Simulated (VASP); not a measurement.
# NaRh: single point with PBE

NaRh:

```
Rh Na
1.0
     3.21656    0.00000    0.00000
     0.00000    3.21656    0.00000
     0.00000    0.00000    3.21656
Rh Na
1 1
Direct
  0.50000 0.50000 0.50000
  0.00000 0.00000 0.00000
```

The cell was built by a generator and needn't be a form met in nature.

```json
{
 "Program": "VASP 6.6.1",
 "Task": "single point",
 "Functional": "PBE",
 "Potentials or basis": "VASP PAW PBE potentials, release 64 (Rh_pv, Na_pv)",
 "Cutoff": "520 eV",
 "k mesh": "6 × 6 × 6",
 "Occupations": "fermi-dirac, width 0.056 eV",
 "Spin": "no spin polarisation",
 "Dipole correction": "no",
 "Further INCAR settings": "ALGO = Fast; EDIFF = 1e-06; NBANDS = 18"
}
```

| Quantity | Value |
| --- | --- |
| Pressure | 3.4 GPa |
| Band gap on the k mesh | none (metal or under the smearing width) |

Levels at points of the mesh, in eV from the Fermi level:
| k point | band 9 | band 10 | band 11 | band 12 | band 13 | band 14 |
| --- | --- | --- | --- | --- | --- | --- |
| (0.00, 0.00, 0.00) | -2.08 | 0.10 | 0.10 | 0.10 | 10.20 | 10.20 |
| (0.50, 0.00, 0.00) | -0.60 | -0.60 | 0.05 | 0.19 | 2.08 | 10.93 |
| (0.50, 0.50, 0.00) | -0.56 | -0.56 | 0.77 | 2.82 | 2.82 | 4.68 |
| (0.50, 0.50, 0.50) | -1.77 | 0.82 | 0.82 | 5.35 | 5.35 | 5.35 |

It took 7.3 s on 1 thread of Intel(R) Xeon(R) Platinum 8375C CPU @ 2.90GHz (Ice Lake), on a shared host, peak memory 0.14 GiB.
